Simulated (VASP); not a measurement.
All values below come from PBEsol GGA, VASP's PBE PAW potentials (set 64) (plane waves; VASP).

VASP input:

### INCAR
```
SYSTEM = CsI
PREC = Accurate
ENCUT = 530
EDIFF = 1E-7
NELM = 100
ALGO = Normal
LREAL = .FALSE.
LASPH = .TRUE.
ISMEAR = 0
SIGMA = 0.05
GGA = PS
LMAXMIX = 4
LWAVE = .FALSE.
LCHARG = .FALSE.
IBRION = 6
ISIF = 3
NFREE = 2
POTIM = 0.015
NSW = 1
```

POSCAR:
```
CsI
1
    0.0000000000     3.8225135408     3.8225135408
    3.8225135408     0.0000000000     3.8225135408
    3.8225135408     3.8225135408     0.0000000000
Cs I
1 1
Direct
  0.0000000000   0.0000000000   0.0000000000
  0.5000000000   0.5000000000   0.5000000000
```

File KPOINTS:
```
Automatic mesh
0
G
  6 6 6
0 0 0
```

POTCAR, in this order: Cs_sv I (PBE.64 set). Program: vasp_std.

The resulting files:

OUTCAR:
```


 TOTAL ELASTIC MODULI (kBar)
 Direction    XX          YY          ZZ          XY          YZ          ZX
 --------------------------------------------------------------------------------
 XX         250.9117     25.7946     25.7946      0.0000      0.0000      0.0000
 YY          25.7946    250.9117     25.7946     -0.0000      0.0000     -0.0000
 ZZ          25.7946     25.7946    250.9117      0.0000     -0.0000      0.0000
 XY           0.0000     -0.0000      0.0000     21.7532      0.0000      0.0000
 YZ           0.0000      0.0000     -0.0000      0.0000     21.7532      0.0000
 ZX           0.0000     -0.0000      0.0000      0.0000      0.0000     21.7532
 --------------------------------------------------------------------------------
```
(Selected blocks of OUTCAR.)

The structure comes from a computed database's CsI entry (Fm-3m); how it stands against other phases isn't given here. It was relaxed first, which changed the volume by -6 %.
